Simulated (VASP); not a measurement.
A run of VASP 6.6.1:

Contents of INCAR:

```
SYSTEM = Ta3AsAu2O13
PREC = Accurate ; ENCUT = 520
EDIFF = 1E-7 ; ISMEAR = 0
SIGMA = 0.1 ; LREAL = .FALSE.
LASPH = .TRUE. ; NELM = 120
ALGO = Normal ; ISIF = 3
LWAVE = .FALSE. ; LCHARG = .FALSE.
GGA = PE ; IBRION = 2
NSW = 60 ; EDIFFG = -0.005
POTIM = 0.3 ; KPAR = 8
```

The input KPOINTS:

```
regular mesh
0
G
  8 8 4
  0 0 0
```

File POSCAR:

```
Ta3AsAu2O13                             
1.0
    6.7976230679     -1.9239844570      0.0643859833
    6.7976230679      1.9239844570      0.0643859833
   -1.8810747092      0.0000000000     10.3514167181
  Ta              As              Au              O             
     3     1     2    13
Direct
     0.7025586058983120    0.7025586058983120    0.3699785878491835
     0.6414814265429587    0.6414814265429587    0.9960137066199660
     0.3579172148700927    0.3579172148700927    0.0012639346907510
     0.2976024219792969    0.2976024219792969    0.6368794179702589
     0.3989641912929617    0.3989641912929617    0.3684177283565608
     0.5995762049558486    0.5995762049558486    0.6336703684493622
     0.6582493716173913    0.6582493716173913    0.1944340243600083
     0.5835900100952915    0.5835900100952915    0.4428781634918522
     0.2193346080159316    0.2193346080159316    0.4075417685222992
     0.3402609142229068    0.3402609142229068    0.7998209579277098
     0.4101295863482796    0.4101295863482796    0.5655090089311254
     0.7810372161680862    0.7810372161680862    0.5882408250098685
     0.3843381936855953    0.3843381936855953    0.1780690210231586
     0.8567228963360023    0.8567228963360023    0.3594637532959370
     0.6159793904821598    0.6159793904821598    0.8199651537844364
     0.1547316686668446    0.1547316686668446    0.6414987431983503
     0.4993708747973043    0.4993708747973043    0.9979648473177070
     0.1870570982066234    0.1870570982066234    0.0072933726926865
     0.8119718858181196    0.8119718858181196    0.9914769665087785
```

Potentials or basis: VASP PAW PBE potentials, release 64 (Ta_pv, As, Au, O).

Run with:

```bash
$ cat potpaw_PBE.64/Ta_pv/POTCAR potpaw_PBE.64/As/POTCAR potpaw_PBE.64/Au/POTCAR potpaw_PBE.64/O/POTCAR > POTCAR
$ mpirun -np 8 vasp_std > vasp.out
```

Hardware: 8 MPI ranks on AMD EPYC 9R45 (Zen 5) (shared host).

Q: How long does it take, and how much memory?

A: Wall time 16 min on 8 MPI ranks on AMD EPYC 9R45 (Zen 5), with other jobs on the host, peak memory 1.5 GiB a rank. Counts: scf iterations 47, k points 78, ion steps 7.
